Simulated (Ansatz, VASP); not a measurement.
**Zr2NF2 (Zr2NF2 MXene monolayer): VASP beside Ansatz**

Aim: how closely do two programs agree when they are given the same cell, functional and k mesh? The structure shown is the start of the Ansatz relaxation below; VASP solves that cell, so the two are compared at the walk's first step.

Calculated with Ansatz 0.2.0; plane waves, with VASP 6.6.1 beside it; single point at PBE with D3(BJ).

## Step 1: Set-up

The cell holds 5 atoms: 2 F, 2 Zr and 1 N. Its edges and angles: a = 3.217 Å, b = 3.218 Å, c = 40.384 Å, α = 90.0°, β = 90.0°, γ = 120.0°. Vacuum lies along c.

Structure file:

```cif
data_structure
_symmetry_space_group_name_H-M 'P 1'
_symmetry_Int_Tables_number 1
_cell_length_a 3.2175
_cell_length_b 3.2175
_cell_length_c 40.3841
_cell_angle_alpha 90.000
_cell_angle_beta 90.000
_cell_angle_gamma 120.000
_cell_volume 362.06
loop_
_atom_site_label
_atom_site_type_symbol
_atom_site_fract_x
_atom_site_fract_y
_atom_site_fract_z
_atom_site_occupancy
F1 F 0.33333 0.66667 0.44201 1
F2 F 0.66667 0.33333 0.55799 1
Zr3 Zr 0.66667 0.33333 0.46856 1
Zr4 Zr 0.33333 0.66667 0.53144 1
N5 N 0.00000 0.00000 0.50000 1
```

## Step 2: Ansatz: relaxation, PBE with D3(BJ)

Ansatz runs on its PAW soft_1 files.

The two programs are compared at the cell with which this relaxation starts, whose forces are those of its first step.

input.yaml

```yaml
crystal:
  lattice:
    - [3.2175, 0.0, 0.0]
    - [-1.60875, 2.7864367367, 0.0]
    - [0.0, 0.0, 40.3840795587]
  atoms:
    - { symbol: F, position: [0.3333333333, 0.6666666667, 0.4420058646] }
    - { symbol: Zr, position: [0.6666666667, 0.3333333333, 0.4685633598], spin: 1.0 }
    - { symbol: "N", position: [0.0, 0.0, 0.5] }
    - { symbol: Zr, position: [0.3333333333, 0.6666666667, 0.5314366402], spin: 1.0 }
    - { symbol: F, position: [0.6666666667, 0.3333333333, 0.5579941354] }
  periodic: [true, true, false]
magnetization:
  spin_polarized: true
kpoints:
  mp_grid: { grid: [12, 12, 1] }
hamiltonian:
  xc: pbe
  dispersion: d3bj
  pseudopotentials: { kind: paw, azcp: { folder: soft_1 } }
scf:
  occupations: { method: fermi_dirac, width: 0.05 }
  convergence: { dr2_threshold: 1.0e-09 }
relax:
  f_tol: 0.004
  max_steps: 90
  cell: {}
output:
  write_potential: true
  write_density: true
  volumetric_format: npy
```

Command:

```
ansatz run input.yaml --threads 2 --pin off --max-ram 3072MiB --backend cpu --events-out ev --progress --plain --runs-dir out
```

Numbers of over 12 decimals in the logs are rounded to 6 here.

Output:

```text
Warning: relax.cell: scf.convergence.dr2_threshold = 1e-9 eV is looser than the 2.31887077311e-10 eV advised for a relaxation that steers and ends on the stress (1e-10 eV for each atom of the cell: 5, times the square of relax.cell.stress_2d_tol = 0.05 N/m over 14.7 Å (the atoms' height at the walk's start and 5 Å past either face), 3.405e-2 GPa, over a crystal's default 0.05). What an SCF threshold leaves in a stress goes as its square root, and in the free energy as the threshold itself, and one threshold admits the most on a small cell: [figures from the program's tests cut] Set scf.convergence.dr2_threshold to 2.31887077311e-10 eV or tighter. [rest of the remark cut]
Engine: ansatz 0.2.0, aarch64-unknown-linux-gnu
Pseudopotentials: kind: paw
Pseudopotential: F, paw, valence charge 7, recommended cutoff 420 eV (normal), soft_1/F.paw.azcp
Pseudopotential: Zr, paw, valence charge 12, recommended cutoff 420 eV (normal), soft_1/Zr.paw.azcp
Pseudopotential: N, paw, valence charge 5, recommended cutoff 420 eV (normal), soft_1/N.paw.azcp
Functional definition: PBE
  parameter kappa = 0.804
  parameter beta = 0.066725
  exchange = pbe_x(kappa = kappa, mu = beta*pi^2/3)
  correlation = pbe_c(beta = beta)
Crystal: 5 atoms, lattice volume = 362.058 Å³
Basis set: ecut = 420 eV, 7167 PW (Γ), exchange–correlation on 48×48×540 points (8 copies of the dense FFT grid, shifted against one another)
Bands: 28, of which v1, the nominal top of the filled ones, is band 22 counted from 1 (21 counted from 0)
Symmetry: 12 space group operations
Space group: P-3m1 (ITA 164), of the structure as read, at distance tolerance 7.1e-5 Å
Magnetic group: BNS 164.85 (UNI 1315), of the structure as read, at distance tolerance 7.1e-5 Å
k-points: 19 of 144
Non-local potential: F, projectors of the file, l = 0: 2, l = 1: 2, l = 2: 1
Non-local potential: Zr, projectors of the file, l = 0: 3, l = 1: 2, l = 2: 2, l = 3: 1
Non-local potential: N, projectors of the file, l = 0: 2, l = 1: 2, l = 2: 1
PAW form: soft (Blöchl's): semilocal exchange-correlation on the pseudo side does not see the compensation charge
PAW one-centre angular grid: F, 110 points (default); XC on 64 Gauss nodes
PAW one-centre angular grid: Zr, 590 points (default); XC on 64 Gauss nodes
PAW one-centre angular grid: N, 110 points (default); XC on 64 Gauss nodes
Initial density: superposition of atomic densities (neutral atoms: chi_scale 0, normalization atom)
Starting moments: Σ|m| = 2 μB on 2 of 5 sites
Initial wavefunctions: pseudopotential atomic-orbital guess
Functional: x = pbe(κ = 0.804, μ = 0.219515), c = pbe(β = 0.066725)
SCF iter   1: F=—  HF=-10379.736519 eV  |F-HF|=—  |Δ(HF+E_count)|=         —  Δρ=2.81e-2 (↑2.81e-2 ↓2.71e-2)  dr2=1.83e1  dr2_m=1.45e-1  M=0.670 μB ∫|m|=0.743 μB  β_m=0.30  ethr=3.10e-3  ⟨swp⟩=14.7  Hψ=8261  notcnv=0
Mixer restart at iter 1: flushing history
preconditioner: auto → LDOS  [metal: Δε(μ)=0.027 eV  Ē_g=11.411 eV  σ=0.050 eV  W_gap=0.13  n_scr=24 (ndim 8)  ℏωp=9.4 eV  f_vac=0.797  D(μ)=1.57/eV (n_scr^D=10)]
spin=Collinear: LDOS preconditioning applied to the charge; magnetization (m = ρ↑ − ρ↓) channel mixes plain (no charge-response kernel on spin).
SCF iter   2: F=—  HF=-10376.218518 eV  |F-HF|=—  |Δ(HF+E_count)|=    3.52e0  Δρ=1.44e-2 (↑1.44e-2 ↓1.33e-2)  dr2=5.33e0  dr2_m=8.84e-2  M=0.525 μB ∫|m|=0.606 μB  β_m=0.45  ethr=3.10e-3  ⟨swp⟩=4.7  Hψ=3017  notcnv=0  defer=38
SCF iter   3: F=—  HF=-10375.093753 eV  |F-HF|=—  |Δ(HF+E_count)|=    1.12e0  Δρ=5.03e-3 (↑5.03e-3 ↓4.66e-3)  dr2=1.27e-1  dr2_m=2.40e-2  M=0.260 μB ∫|m|=0.329 μB  β_m=0.59  ethr=3.10e-3  ⟨swp⟩=6.1  Hψ=3050  notcnv=0  defer=39
SCF iter   4: F=—  HF=-10375.222047 eV  |F-HF|=—  |Δ(HF+E_count)|=         —  Δρ=2.28e-3 (↑2.28e-3 ↓1.86e-3)  dr2=2.70e-2  dr2_m=7.99e-3  M=0.056 μB ∫|m|=0.098 μB  β_m=0.59  ethr=2.96e-4  ⟨swp⟩=5.9  Hψ=2831  notcnv=0  defer=37
SCF iter   5: F=—  HF=-10375.224950 eV  |F-HF|=—  |Δ(HF+E_count)|=   2.90e-3  Δρ=7.23e-4 (↑7.23e-4 ↓6.91e-4)  dr2=9.17e-4  dr2_m=1.18e-3  M=0.026 μB ∫|m|=0.049 μB  β_m=0.77  ethr=6.27e-5  ⟨swp⟩=3.9  Hψ=2344  notcnv=0  defer=24
SCF iter   6: F=—  HF=-10375.227798 eV  |F-HF|=—  |Δ(HF+E_count)|=   2.85e-3  Δρ=2.16e-4 (↑2.16e-4 ↓1.67e-4)  dr2=1.68e-4  dr2_m=8.03e-5  M=0.007 μB ∫|m|=0.014 μB  β_m=0.76  ethr=2.13e-6  ⟨swp⟩=5.1  Hψ=3083  notcnv=0  defer=22
[...]
iter 1 solved again at ethr=1.46e-7 eV; its pass at ethr=3.10e-3 eV (dr2=6.30e-5 eV) is discarded
SCF iter   1: F=—  HF=-10376.256188 eV  |F-HF|=—  |Δ(HF+E_count)|=         —  Δρ=3.72e-6 (↑3.72e-6 ↓3.72e-6)  dr2=1.59e-8  dr2_m=8.23e-12  M=-0.000 μB ∫|m|=0.000 μB  β_m=0.65  ethr=1.46e-7  ⟨swp⟩=7.5  Hψ=13370  notcnv=0
eigensolver tolerance schedule: the retry pair's looser diagonalisation over-reported the residual by 3949.80 of it (diagonalisation noise at 0.23 of the residual, at the tolerance the schedule requests for it); recorded, not acted on — ethr = c·dr2/N_el stays at c = 1.0e-1
preconditioner: auto → Resta (q_TF=auto, 1.902 Å⁻¹)  ε∞=2.0  [insulator: Δε(μ)=0.215 eV  Ē_g=9.354 eV  σ=0.050 eV  W_gap=0.57  n_scr=24 (ndim 8)  ℏωp=9.2 eV  f_vac=0.811  D(μ)=2.17/eV (n_scr^D=12)  ε∞_Penn≈2.0  vacuum switching on, ρ_ref=6.3e-3 e/Å³]
spin=Collinear: Resta preconditioning applied to the charge; magnetization (m = ρ↑ − ρ↓) channel mixes plain (no charge-response kernel on spin).
SCF iter   2: F=—  HF=-10376.256132 eV  |F-HF|=—  |Δ(HF+E_count)|=   5.53e-5  Δρ=1.39e-6 (↑1.39e-6 ↓1.39e-6)  dr2=9.60e-9  dr2_m=2.87e-12  M=-0.000 μB ∫|m|=0.000 μB  β_m=0.47  ethr=3.71e-11  ⟨swp⟩=5.5  Hψ=3896  notcnv=0
SCF iter   3: F=—  HF=-10376.256140 eV  |F-HF|=—  |Δ(HF+E_count)|=   7.36e-6  Δρ=8.95e-7 (↑8.95e-7 ↓8.92e-7)  dr2=9.15e-10  dr2_m=1.72e-12  M=-0.000 μB ∫|m|=0.000 μB  β_m=0.53  ethr=2.23e-11  ⟨swp⟩=3.2  Hψ=1940  notcnv=0
SCF iter   4: F=-10376.256150 eV  HF=-10376.256147 eV  |F-HF|=3.16e-6  |Δ(HF+E_count)|=   7.11e-6  Δρ=3.81e-7 (↑3.75e-7 ↓3.81e-7)  dr2=3.50e-10  dr2_m=5.45e-13  M=-0.000 μB ∫|m|=0.000 μB  ethr=2.13e-12  ⟨swp⟩=14.1  Hψ=9733  notcnv=0
the starting moments were not kept: the SCF closed with an absolute magnetisation of 2.4e-6 μB, where they sum to 2 μB in size (2 sites). That is at most 0.1 of that sum. Measured as dr2_m measures the in/out step, that magnetisation stands 5.2e-13 eV from none, at or under the dr2_threshold of 1.0e-9 eV: it is no larger than a step whose dr2_m would equal this threshold.
SCF 13 converged in 4 iterations: F = -10376.256150 eV  dr2 = 3.50e-10
relax step  13: F+E_penalty+E_count = -10376.25614999 eV  Δ(F+E_penalty+E_count) = -2.068e-4 eV  max|allowed force component| = 9.008e-4 eV/Å  Δτ_max = 0.0000 Å  P = +0.017 N/m  Ω = 374.634 Å³  fix = [c, alpha, beta]  reactions: c +0.000 N/m  stress off target by 1.66e-2 N/m on what of the cell is left free  SCF on the basis re-selected at this cell (its energy is not comparable with the rows above)  (4 SCF iters)
basis re-selected at this cell: Δ(F+E_penalty+E_count) = -2.068e-4 eV, ΔP = +0.002 N/m vs the last step (what re-selecting the basis moved, of the pressure what is left beyond the Pulay correction that the steps carried, after the strain that the cell walked since its last selection, with what the two solves' SCF thresholds leave and, on support functions, any second-order correction that the steps lacked; it is no m [...]
WARN: The output density's exchange-correlation potential varies sharply where the density is thin. Do not read a vacuum level from v_tot or v_xc, or from such a field of the output density. On a cell that repeats whose density bears no net charge and no dipole along the vacuum's axis use v_es (v_loc + v_h of the components); under efield.dipole_correction with no amplitude use v_es + v_field, which holds any externa [...]
SCF converged after 4 iterations
Magnetization: -0.0000 μB (21.5000 up, 21.5000 down)
Absolute magnetization: 0.0000 μB (∫|ρ↑−ρ↓|, with the PAW one-centre terms)
Spin contamination: 0.0000 ħ² per cell (⟨S²⟩ above its minimum at these occupations)
Per-site moments (μB) at R_I (Å): [(-3.5993097423180405e-8, 0.953829), (-4.171274391904109e-7, 0.915907), (2.4994627835958596e-7, 0.915907), (-4.171274392561367e-7, 0.915907), (-3.5993097389615487e-8, 0.953829)]
Free energy (F): -10376.256150 eV
Harris-Foulkes:  -10376.256147 eV  (|F-HF|=3.16e-6)
Internal energy: -10376.239793 eV  (E = F + TS)
E sigma→0 (E₀):  -10376.247971 eV
Entropy (-TS):   -0.016357 eV (-3.271 meV/atom)
Fermi energy:    -3.581354 eV
--- Per-component energies (eV) ---
  E_band       = -954.223286
  E_kinetic    = 1164.212294
  E_local      = -148492.021806  (includes V_loc(G=0)·N_el)
  E_nonlocal   = 358.265675
  E_hartree    = 73506.625626
  E_xc         = -526.611097
  E_vxc        = -643.582768  (∫ρ·V_xc dr)
  E_paw        = -6465.505554  (= ΣΔE_a)
  E_vpaw       = -354.350751  (= ΣTr[D̂ρ^β])
  E_aug_tail   = 0.002206  (compensation charges beyond the density's cutoff)
  E_ewald      = 70079.815045
  E_disp       = -1.022183  (pairwise vdW)
  E_smearing   = -0.016357  (= −TS)
  E_closure    = -0.000000  (closes the sum)
  Σ components = -10376.256150   (vs F -10376.256150, Δ=0.00e0)
--- Forces (eV/Å), atoms counted from 1 ---
  atom   1  F     -0.00000000     0.00000000    -0.00022632
  atom   2  Zr     0.00000000    -0.00000000    -0.00090083
  atom   3  N      0.00000000     0.00000000     0.00000000
  atom   4  Zr     0.00000000     0.00000000     0.00090083
  atom   5  F     -0.00000000    -0.00000000     0.00022632
  max |Σ_I F_I| component: 1.39e-17 eV/Å
--- 2D stress c σ (N/m, compression-positive) ---
        0.016569      -0.000000       0.000000
        0.000000       0.016569       0.000000
        0.000000       0.000000       0.000000
  P = ½ c Tr σ = 0.0166 N/m
--- Band table (eV; the first three rows and the last of 38) ---
  k-point 0 ↑: bands = [... 18 lower, -8.9819, -8.9819, -4.1474, -4.1474, -3.3739, -2.3997, -2.3567, -1.3380, ... 2 higher]
  k-point 1 ↑: bands = [... 18 lower, -9.1052, -9.0050, -4.4172, -4.0057, -3.3842, -2.1656, -2.0951, -1.7978, ... 2 higher]
  k-point 2 ↑: bands = [... 18 lower, -9.2506, -9.0444, -4.9608, -3.5996, -3.3647, -2.1085, -1.8245, -1.4991, ... 2 higher]
  k-point 18 ↓: bands = [... 18 lower, -9.4473, -9.0302, -3.7676, -3.6149, -3.6149, -1.4120, -0.7956, -0.7956, ... 2 higher]
  the weakly bound empty levels are not read free of the cell's end (no_gap_told)
--- Relaxed structure (11 steps of the walk, 9 accepted, 2 SCFs on fresh bases) ---
  F+E_penalty+E_count = -10376.25614999 eV   max|allowed force component| = 9.008e-4 eV/Å   (the final SCF, on the basis selected at the relaxed cell)
  cell:  # Å, volume = 374.6339 Å³
    - [3.272903, 0.0, 0.0]
    - [-1.636451, 2.834417, 0.0]
    - [0.0, 0.0, 40.3840795587]
  atoms:
    - { symbol: F, position: [0.333333, 0.666667, 0.438127] }
    - { symbol: Zr, position: [0.666667, 0.333333, 0.471128] }
    - { symbol: N, position: [0, 0, 0.500000] }
    - { symbol: Zr, position: [0.333333, 0.666667, 0.528872] }
    - { symbol: F, position: [0.666667, 0.333333, 0.561873] }
```

The column dr2 measures how far the density is from self-consistency, as an energy; F and HF (Harris–Foulkes) agree once it is small.

(Continued in part 2 of 2.)

[Lines on the potential files, build, host, timing and source positions are cut from VASP's logs without a mark.]

[Logs are printed without paths, hosts, clocks, repeated set-up lines and the standing remarks that a program may print on its own settings, such as how far it seeks lower states.]

[Hosts, paths, dates, database ids (printed as entryN), source tags and the programs' standing remarks are cut or masked in the printed files.]
